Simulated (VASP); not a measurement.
Input:

```
CELL_PARAMETERS angstrom
      3.95832     0.00000     0.00000
      0.00000     3.95832     0.00000
      0.00000     0.00000     3.95832
ATOMIC_POSITIONS crystal
  K  0.00000 0.00000 0.00000
  Ta 0.50000 0.50000 0.50000
  O  0.50000 0.00000 0.50000
  O  0.00000 0.50000 0.50000
  O  0.50000 0.50000 0.00000
```

Calculation: PBEsol GGA, VASP's PBE PAW potentials (set 64) (plane waves; VASP 6.6.1). Run with 620 eV cut-off, 6×6×6 Γ-centred mesh, Gaussian smearing of 0.050 eV, potentials K_sv Ta_pv O.

Energy and stress use the plane-wave basis of the starting cell.

Task: The ions, cell shape and volume at an external pressure of 10.0 GPa are relaxed. Predict the relaxed structure.

Result: 
```
CELL_PARAMETERS angstrom
      3.93059     0.00000     0.00000
      0.00000     3.93059     0.00000
      0.00000     0.00000     3.93059
ATOMIC_POSITIONS crystal
  K  0.00000 0.00000 0.00000
  Ta 0.50000 0.50000 0.50000
  O  0.50000 0.00000 0.50000
  O  0.00000 0.50000 0.50000
  O  0.50000 0.50000 0.00000
```
Space group Pm-3m (221), at a tolerance of 0.03 Å.

Task: How do energy and volume change from the first to the last step?

Result: The energy (σ→0) changes by +12.0 meV/atom and the volume by -2.1 %, in 3 ionic steps.

The compound is KTaO3 in the cubic perovskite structure. This run relaxes it under an external pressure of 10 GPa. Symmetry was kept, so distortions that lower it aren't found.
